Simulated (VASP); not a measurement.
An input for Quantum ESPRESSO's pw.x (written as the equivalent of a VASP run, and not itself run):

```
&CONTROL
  calculation = 'vc-relax'
  pseudo_dir = './pseudo'
  outdir = './out'
  tprnfor = .true.
  tstress = .true.
  nstep = 40
  forc_conv_thr = 0.00078
/
&SYSTEM
  ibrav = 0
  nat = 2
  ntyp = 2
  ecutwfc = 56.6
  occupations = 'smearing'
  smearing = 'gaussian'
  degauss = 0.003675
  input_dft = 'pbesol'
/
&ELECTRONS
  conv_thr = 7.3e-08
  electron_maxstep = 100
/
&IONS
/
&CELL
  press = 50
/
ATOMIC_SPECIES
  Ba 137.327 Ba.upf
  S 32.060 S.upf
CELL_PARAMETERS angstrom
     0.0000000    3.1811776    3.1811776
     3.1811776    0.0000000    3.1811776
     3.1811776    3.1811776    0.0000000
ATOMIC_POSITIONS crystal
  Ba   0.0000000  0.0000000  0.0000000
  S    0.5000000  0.5000000  0.5000000
K_POINTS automatic
  7 7 7 0 0 0
```

Write the VASP files for the same calculation (PBEsol).

This is not unique; one that fits is 
POSCAR:
```
BaS
1.0
  0.0000000000   3.1811776449   3.1811776449
  3.1811776449   0.0000000000   3.1811776449
  3.1811776449   3.1811776449   0.0000000000
Ba S
1 1
Direct
  0.0000000000   0.0000000000   0.0000000000
  0.5000000000   0.5000000000   0.5000000000
```

**KPOINTS**
```
Automatic mesh
0
Gamma
7 7 7
0 0 0
```

INCAR:
```
ALGO  =  Normal
EDIFF  =  1E-6
EDIFFG  =  -0.02
ENCUT  =  500
GGA  =  PS
IBRION  =  2
ISIF  =  3
ISMEAR  =  0
LASPH  =  .TRUE.
LCHARG  =  .FALSE.
LMAXMIX  =  4
LREAL  =  .FALSE.
LWAVE  =  .FALSE.
NELM  =  100
NSW  =  40
PREC  =  Accurate
PSTRESS  =  50
SIGMA  =  0.05
SYSTEM  =  BaS
```

POTCAR, in this order: Ba_sv S (PBE.64 set). Program: vasp_std.

The two are equivalent in intent, not identical: the potentials are each code's own (VASP's PAW set, PseudoDojo norm-conserving files in pw.x), so ENCUT and ecutwfc are chosen apart and not converted; conv_thr bounds pw.x's estimated SCF error, while EDIFF bounds the energy change between steps; forc_conv_thr acts on force components and is met together with etot_conv_thr.

The compound is BaS in the rock salt structure. This run relaxes it under an external pressure of 5 GPa. Symmetry was kept, so distortions that lower it aren't found.
